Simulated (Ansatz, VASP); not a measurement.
# Zr (Zirconium) in two plane-wave programs, part 2 of 2

Wanted: the spread between two codes on one cell, functional and k mesh. The cell is taken from a series of runs on this material, whose earlier steps may have relaxed, scaled, displaced or heated it; both programs get it as it stands.

VASP 6.6.1 and Ansatz 0.2.0.

So far: The structure; VASP: relaxation of cell and atoms, PBEsol; Ansatz: relaxation of cell and atoms, PBEsol; Side by side.

### Step 5. VASP: zone-centre phonons, PBEsol

Level of this step: PBEsol; plane waves and PAW (Zr_sv) (VASP).

Second derivatives magnify differences that forces hide, and they need a tight electronic threshold.

Input file INCAR:

```
SYSTEM = Zr
PREC = Accurate
ENCUT = 500
EDIFF = 1E-08
NELM = 120
ISMEAR = 1
SIGMA = 0.2
LREAL = .FALSE.
ALGO = Normal
GGA = PS
NBANDS = 18
LASPH = .TRUE.
LORBIT = 11
LWAVE = .FALSE.
LCHARG = .FALSE.
ISIF = 2
IBRION = 8
GGA_COMPAT = .FALSE.
KPAR = 2
```

Input file POSCAR:

```
Zr
1.0
    3.1867264696      0.0000000000      0.0000000000
   -1.5933632348      2.7597860776      0.0000000000
    0.0000000000      0.0000000000      5.1131822085
Zr
2
Direct
    0.3333333333      0.6666666667      0.2500000000
    0.6666666667      0.3333333333      0.7500000000
```

Input file KPOINTS:

```
Automatic mesh
0
Gamma
18 18 10
0 0 0
```

The projector-augmented-wave data sets are Zr_sv (PBE family, release 64).

Run with:

```console
$ mpirun -np 2 vasp_std
```

Numbers of over 12 decimals in the logs are rounded to 6 here.

The log of the run:

```text
[banner, memory and clock lines left out]
running    2 mpi-ranks, on    1 nodes
[...]
[... a notice as in an earlier step ...]

 LDA part: xc-table for (Slater+PW92), standard interpolation
 POSCAR, INCAR and KPOINTS ok, starting setup
[...]
entering main loop
       N       E                     dE             d eps       ncg     rms          rms(c)
DAV:   1     0.209553449274E+03    0.20955E+03   -0.13168E+04  7992   0.129E+03
DAV:   2    -0.358391453195E+01   -0.21314E+03   -0.20969E+03  9454   0.376E+02
DAV:   3    -0.185656537971E+02   -0.14982E+02   -0.14849E+02 14412   0.723E+01
DAV:   4    -0.189371472243E+02   -0.37149E+00   -0.37114E+00  9362   0.118E+01
[...]
DAV:  13    -0.181613664877E+02    0.23055E-06   -0.37779E-08  7904   0.149E-03    0.801E-04
DAV:  14    -0.181613664397E+02    0.48001E-07   -0.73070E-09  4982   0.102E-03    0.184E-04
DAV:  15    -0.181613664431E+02   -0.33451E-08   -0.75253E-10  4778   0.261E-04
   1 F= -.18161366E+02 E0= -.18161822E+02  d E =0.136709E-02
[...]
RMM:  23    -0.628556573859E+00   -0.21843E-07   -0.29631E-08 88968   0.415E-04    0.191E-05
RMM:  24    -0.628556584553E+00   -0.10694E-07   -0.12483E-08 85066   0.381E-04    0.235E-05
RMM:  25    -0.628556578614E+00    0.59386E-08   -0.75171E-09 84634   0.354E-04    0.287E-05
 first order change of Fermi-energy   0.10912E-04
 force on displaced ion       1 direction 1 :  -0.751  -0.000   0.000
 Linear response progress:
  Degree of freedom:   2/  2
       N       E                     dE             d eps       ncg     rms          rms(c)
RMM:   1    -0.792485701838E+00   -0.79249E+00    0.29647E+00 12975   0.135E+01
RMM:   2    -0.743004494440E+00    0.49481E-01   -0.26127E-01 19345   0.276E+00    0.259E-01
RMM:   3    -0.746241132098E+00   -0.32366E-02   -0.44417E-02 23575   0.992E-01    0.896E-02
RMM:   4    -0.749029572137E+00   -0.27884E-02   -0.54173E-03 26789   0.362E-01    0.325E-02
[...]
RMM:  29    -0.749153678802E+00   -0.35842E-07   -0.97295E-07 27313   0.199E-04    0.764E-06
RMM:  30    -0.749153684079E+00   -0.52767E-08   -0.96499E-07 25557   0.188E-04    0.821E-06
RMM:  31    -0.749153682856E+00    0.12222E-08   -0.93141E-07 22529   0.180E-04    0.887E-06
 first order change of Fermi-energy  -0.13031E-03
 force on displaced ion       1 direction 3 :   0.000  -0.000  -4.294
 Linear response finished
```

From OUTCAR (step 5):

```text
  Total       -0.0092024     -0.0092024     -0.0088800      0.0000000      0.0000000      0.0000000
  in kB       -0.3278677     -0.3278677     -0.3163826      0.0000000      0.0000000      0.0000000
  external PRESSURE =      -0.3240393 kB  Pullay stress =       0.0000000 kB

 POSITION                                       TOTAL-FORCE (eV/Angst)
 -----------------------------------------------------------------------------------
     -0.00000      1.83986      1.27830         0.000000     -0.000000      0.000000
      1.59336      0.91993      3.83489        -0.000000      0.000000      0.000000
 -----------------------------------------------------------------------------------
    total drift:                               -0.000000      0.000000     -0.000000

[... 1 part as in an earlier step ...]

[... 1 further part left out ...]
```

### Step 6. Ansatz: zone-centre phonons, PBEsol

The same cell, functional, mesh and smearing now go to Ansatz, which takes its cutoff from its data sets.

The cell is taken from a series of runs on this material, whose earlier steps may have relaxed, scaled, displaced or heated it; both programs get it as it stands.

Input file input.yaml:

```yaml
crystal:
  lattice:
    - [3.1867264696, 0.0, 0.0]
    - [-1.5933632348, 2.7597860776, 0.0]
    - [0.0, 0.0, 5.1131822085]
  atoms:
    - { symbol: Zr, position: [0.3333333333, 0.6666666667, 0.25] }
    - { symbol: Zr, position: [0.6666666667, 0.3333333333, 0.75] }
kpoints:
  mp_grid: { grid: [18, 18, 10] }
hamiltonian:
  xc: pbesol
  pseudopotentials: { kind: nc, accuracy: standard }
scf:
  occupations: { method: methfessel_paxton, width: 0.2 }
output:
  eigenvalues: true
phonons:
  method: dfpt
```

Run with:

```console
$ ansatz run input.yaml --threads 8 --pin off --max-ram 15360MiB --backend cpu --events-out ev --progress --plain --runs-dir out
```

The log of the run:

```text
zone centre: on kpoints.mp_grid the ground state, and the responses unless they are solved on pairs of k-points, stand on 546 of the mesh's 3240 k-points, reduced under 4 symmetry operations, with k and −k counted as one. Each operation leaves every solved displacement unchanged or reverses it
[...]
Crystal: 2 atoms, lattice volume = 44.969 Å³
[...]
k mesh reduced under 4 symmetry operations, with k and −k counted as one. Each operation leaves every solved displacement unchanged or reverses it
  ASR residual: 2.761e-4 → 0.000e0 eV/Å²; symmetrization residual: 2.398e-14 eV/Å²
  ASR residual per site (eV/Å²): 2.76e-4 2.76e-4
  Γ frequencies (cm⁻¹): 0.00 0.00 0.00 66.58 66.58 159.60
  non-analytic LO–TO correction: not included (Born effective charges unavailable; polar crystals: no LO–TO splitting at Γ)
[key lines of the parts left out:]
SCF converged after 8 iterations
Free energy (F): -2753.621507 eV
Fermi energy:    14.574291 eV
```

### Step 7. Differences

Both answers:

```
                  quantity  Ansatz   VASP  difference
optical mode 1 to 2 (cm⁻¹)    66.6   66.9     -0.49 %
     optical mode 3 (cm⁻¹)   159.6  160.0     -0.25 %
```

Modes are paired by rising frequency, not by their patterns, so a pair may set unlike modes beside each other; they are those without the splitting of longitudinal modes.

### Step 8. What came out

* difference in volume (relaxation of cell and atoms, PBEsol): 0.033 %
* r.m.s. difference of the optical zone-centre modes, each program's sorted by frequency (zone-centre phonons, PBEsol): 0.35 cm⁻¹

What this shows: The difference in volume is 0.033 % (relaxation of cell and atoms, PBEsol), within the 1.2 % picked in this series as the mark of a large difference, as far as the stopping tolerances let one tell. Such differences can come from data sets, numerical settings and the points named under the comparisons, not from the functional's error against experiment.

[Lines on the potential files, build, host, timing and source positions are cut from VASP's logs without a mark.]

[Logs are printed without paths, hosts, clocks, repeated set-up lines and the standing remarks that a program may print on its own settings, such as how far it seeks lower states.]

[Hosts, paths, dates, database ids (printed as entryN), source tags and the programs' standing remarks are cut or masked in the printed files.]
